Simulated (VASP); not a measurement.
Method: PBEsol GGA, VASP's PBE PAW potentials (set 64) (plane waves; VASP).

The input files of a VASP run:

### KPOINTS
```
Automatic mesh
0
Gamma
12 12 12
0 0 0
```

### INCAR
```
ISIF  =  3
LMAXMIX  =  4
LASPH  =  .TRUE.
LWAVE  =  .FALSE.
EDIFFG  =  -0.01   # ionic stop
IBRION  =  2
NSW  =  60
SYSTEM  =  FeAl
PREC  =  Accurate
ALGO  =  Normal   # blocked Davidson
EDIFF  =  1E-6   # SCF stop (eV)
LCHARG  =  .FALSE.
ENCUT  =  400   # plane-wave cut-off (eV)
GGA  =  PS   # PBEsol
NELM  =  100   # most electronic steps
ISMEAR  =  1   # Methfessel-Paxton
LREAL  =  .FALSE.   # projection in real space or not
SIGMA  =  0.1
```

### POSCAR
```
FeAl
1
    2.8398307075    -0.0000000000     0.0000000000
   -0.0000000000     2.8398307075    -0.0000000000
   -0.0000000000    -0.0000000000     2.8398307075
Al Fe
1 1
Direct
  0.5000000000   0.5000000000   0.5000000000
  0.0000000000   0.0000000000   0.0000000000
```

POTCAR, in this order: Al Fe (PBE.64 set). Program: vasp_std.

Output

OUTCAR:
```
 ion  position               nearest neighbor table
   1  0.500  0.500  0.500-   2 2.46   2 2.46   2 2.46   2 2.46   2 2.46   2 2.46   2 2.46   2 2.46
  LATTYP: Found a simple cubic cell.
 ALAT       =     2.8398307075
 Subroutine PRICEL returns:
 Original cell was already a primitive cell.
 Subroutine GETGRP returns: Found 48 space group operations
The static configuration has the point symmetry O_h .
The dynamic configuration has the point symmetry O_h .
 Subroutine INISYM returns: Found 48 space group operations
 Subroutine IBZKPT returns following result:
 Found     84 irreducible k-points:

 Following reciprocal coordinates:
            Coordinates               Weight
  0.000000  0.000000  0.000000      1.000000
  0.083333  0.000000  0.000000      6.000000
  0.166667  0.000000  0.000000      6.000000
  0.250000  0.000000  0.000000      6.000000
  0.333333  0.000000  0.000000      6.000000
  0.416667  0.000000  0.000000      6.000000
  0.500000  0.000000  0.000000      3.000000
  0.083333  0.083333  0.000000     12.000000
  0.166667  0.083333  0.000000     24.000000
  0.250000  0.083333  0.000000     24.000000
  0.333333  0.083333  0.000000     24.000000
  0.416667  0.083333  0.000000     24.000000
  0.500000  0.083333  0.000000     12.000000
  0.166667  0.166667  0.000000     12.000000
  0.250000  0.166667  0.000000     24.000000
  0.333333  0.166667  0.000000     24.000000
  0.416667  0.166667  0.000000     24.000000
  0.500000  0.166667  0.000000     12.000000
  0.250000  0.250000  0.000000     12.000000
  0.333333  0.250000  0.000000     24.000000
  0.416667  0.250000  0.000000     24.000000
  0.500000  0.250000  0.000000     12.000000
  0.333333  0.333333  0.000000     12.000000
  0.416667  0.333333  0.000000     24.000000
  0.500000  0.333333  0.000000     12.000000
  0.416667  0.416667  0.000000     12.000000
  0.500000  0.416667  0.000000     12.000000
  0.500000  0.500000  0.000000      3.000000
  0.083333  0.083333  0.083333      8.000000
  0.166667  0.083333  0.083333     24.000000
  0.250000  0.083333  0.083333     24.000000
  0.333333  0.083333  0.083333     24.000000
  0.416667  0.083333  0.083333     24.000000
  0.500000  0.083333  0.083333     12.000000
  0.166667  0.166667  0.083333     24.000000
  0.250000  0.166667  0.083333     48.000000
  0.333333  0.166667  0.083333     48.000000
  0.416667  0.166667  0.083333     48.000000
  0.500000  0.166667  0.083333     24.000000
  0.250000  0.250000  0.083333     24.000000
   k-points           NKPTS =     84   k-points in BZ     NKDIM =     84   number of bands    NBANDS=      9
   number of dos      NEDOS =    301   number of ions     NIONS =      2
   total plane-waves  NPLWV =   8000
   dimension x,y,z NGX =    20 NGY =   20 NGZ =   20
   dimension x,y,z NGXF=    40 NGYF=   40 NGZF=   40
   ions per type =               1   1
   PREC   = accura    normal or accurate (medium, high low for compatibility)
   ISTART =      0    job   : 0-new  1-cont  2-samecut
   ICHARG =      2    charge: 1-file 2-atom 10-const
   ISPIN  =      1    spin polarized calculation?
   LNONCOLLINEAR =      F non collinear calculations
   LSORBIT =      F    spin-orbit coupling
   INIWAV =      1    electr: 0-lowe 1-rand  2-diag
   ENCUT  =  400.0 eV  29.40 Ry    5.42 a.u.   4.63  4.63  4.63*2*pi/ulx,y,z
   NELM   =    100;   NELMIN=  2; NELMDL= -5     # of ELM steps
   EDIFF  = 0.1E-05   stopping-criterion for ELM
   LREAL  =      F    real-space projection
   NLSPLINE    = F    spline interpolate recip. space projectors
   LMAXMIX     =    4 max onsite mixed and CHGCAR
   VOSKOWN=      0    Vosko Wilk Nusair interpolation
...
```

File OSZICAR:
```
       N       E                     dE             d eps       ncg     rms          rms(c)
DAV:   1     0.255403848929E+02    0.25540E+02   -0.43726E+03  1536   0.101E+03
DAV:   2    -0.148576526404E+02   -0.40398E+02   -0.38707E+02  1537   0.170E+02
DAV:   3    -0.158553931005E+02   -0.99774E+00   -0.98292E+00  1774   0.359E+01
DAV:   4    -0.158737528694E+02   -0.18360E-01   -0.18342E-01  1962   0.443E+00
DAV:   5    -0.158740650653E+02   -0.31220E-03   -0.31218E-03  1885   0.491E-01    0.149E+01
DAV:   6    -0.177648071806E+02   -0.18907E+01   -0.78062E+01  1740   0.140E+02    0.179E+01
DAV:   7    -0.137649327329E+02    0.39999E+01   -0.37855E+01  1707   0.862E+01    0.262E+00
DAV:   8    -0.137278823717E+02    0.37050E-01   -0.23971E-01  1702   0.599E+00    0.152E+00
DAV:   9    -0.137106635055E+02    0.17219E-01   -0.55003E-02  1839   0.351E+00    0.392E-01
DAV:  10    -0.137101440718E+02    0.51943E-03   -0.11237E-03  2010   0.471E-01    0.191E-01
DAV:  11    -0.137101079141E+02    0.36158E-04   -0.51269E-05  1705   0.882E-02    0.744E-03
DAV:  12    -0.137101075874E+02    0.32674E-06   -0.13140E-06  1132   0.116E-02
   1 F= -.13710108E+02 E0= -.13710187E+02  d E =-.137101E+02
```

**OUTCAR**
```
------------------------ aborting loop because EDIFF is reached ----------------------------------------
  FORCE on cell =-STRESS in cart. coord.  units (eV):
  Direction    XX          YY          ZZ          XY          YZ          ZX
  --------------------------------------------------------------------------------------
  Total       -0.0098152     -0.0098152     -0.0098152     -0.0000000     -0.0000000      0.0000000
  in kB       -0.6866438     -0.6866438     -0.6866438     -0.0000000     -0.0000000      0.0000000
  external PRESSURE =      -0.6866438 kB  Pullay stress =       0.0000000 kB
  volume of cell :       22.90
      direct lattice vectors                 reciprocal lattice vectors
     2.839830707  0.000000000  0.000000000     0.352133667  0.000000000  0.000000000
     0.000000000  2.839830707  0.000000000     0.000000000  0.352133667  0.000000000
     0.000000000  0.000000000  2.839830707     0.000000000  0.000000000  0.352133667
 POSITION                                       TOTAL-FORCE (eV/Angst)
 -----------------------------------------------------------------------------------
      1.41992      1.41992      1.41992         0.000000      0.000000      0.000000
      0.00000      0.00000      0.00000         0.000000      0.000000      0.000000
 -----------------------------------------------------------------------------------
    total drift:                                0.000000      0.000000      0.000000
  FREE ENERGIE OF THE ION-ELECTRON SYSTEM (eV)
  ---------------------------------------------------
  free  energy   TOTEN  =       -13.7101075874 eV

  energy  without entropy=      -13.7103453173  energy(sigma->0) =      -13.71018683

 reached required accuracy - stopping structural energy minimisation
```
(Selected blocks of OUTCAR.)

The compound is FeAl in the CsCl type structure. It was relaxed first, which changed the volume by -7 %. The start is the result of an earlier pass. The run is not spin-polarised, so no magnetic state was tried. The electron count is odd and the run is not spin-polarised, which forces a metal.
